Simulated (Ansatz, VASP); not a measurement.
CuF: VASP beside Ansatz

```
CELL_PARAMETERS angstrom
2.73846 0.00000 0.00000
0.00000 2.73846 0.00000
0.00000 0.00000 2.73846
ATOMIC_POSITIONS crystal
Cu 0.00000 0.00000 0.00000
F 0.50000 0.50000 0.50000
```

Alike in both runs: task single point; functional PBE; k mesh 6 × 6 × 6; occupations gaussian, width 0.001 eV; no spin polarisation.

```csv
,VASP,Ansatz
version,VASP 6.6.1,Ansatz 0.2.0
potentials or method,"VASP PAW PBE potentials, release 64 (Cu, F)",plane waves
plane-wave cutoff (eV),520,420
valence electrons in the cell,18,26
```

|  | VASP | Ansatz | Ansatz less VASP |
| --- | --- | --- | --- |
| pressure (GPa) | 6.5 | 6.7 | +0.15 |

The two sets of potentials don't hold the same shells in valence.

Caveats: the k mesh is coarse (spacing up to 0.38 Å⁻¹), so the values aren't converged; the run has no spin polarisation, though such a crystal can be magnetic.
